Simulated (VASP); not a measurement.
CdSe (wurtzite), at 0.96 of the tabulated volume:

```yaml
crystal:
  lattice:
    - [2.12094, -3.67358, 0.00000]
    - [2.12094, 3.67358, 0.00000]
    - [0.00000, 0.00000, 6.91526]
  atoms:
    - { symbol: Cd, position: [0.66667, 0.33333, 0.50000] }
    - { symbol: Cd, position: [0.33333, 0.66667, 0.00000] }
    - { symbol: Se, position: [0.66667, 0.33333, 0.87600] }
    - { symbol: Se, position: [0.33333, 0.66667, 0.37600] }
```

The lowest empty band near Γ, direction in plane, from mBJ (TB09) with spin-orbit coupling in VASP (PAW); its two spin partners are averaged. The gap over the points computed is 2.00 eV, and the next band on that side lies 1.25 eV away at the edge.

Numerical set-up: 400 eV cut-off, 7×7×4 Γ-centred mesh, Gaussian smearing of 0.050 eV, potentials Cd Se.

```csv
distance from the edge in k (1/Å),distance in energy (meV)
0.012,3.1
0.018,7.0
0.025,13.3
0.035,26.0
0.050,52.4
0.070,99.9
```

**Question.** Fit E(1 + αE) = ħ²k²/2m* (ħ²/2m0 = 3.810 eV Å²) and predict the row at 0.095 1/Å.

**Answer.** Least squares on the energies gives the electron mass m* = 0.177 m0 and α = 0.58 per eV, and so 176.6 meV. The run gave 176.7 meV, +0.1 meV from the fit.

Left out are points under 3 meV from the edge, since the levels carry 0.1 meV, and points farther than half the way to the next band.

The compound is CdSe in the wurtzite structure. The cell was not relaxed at this level.
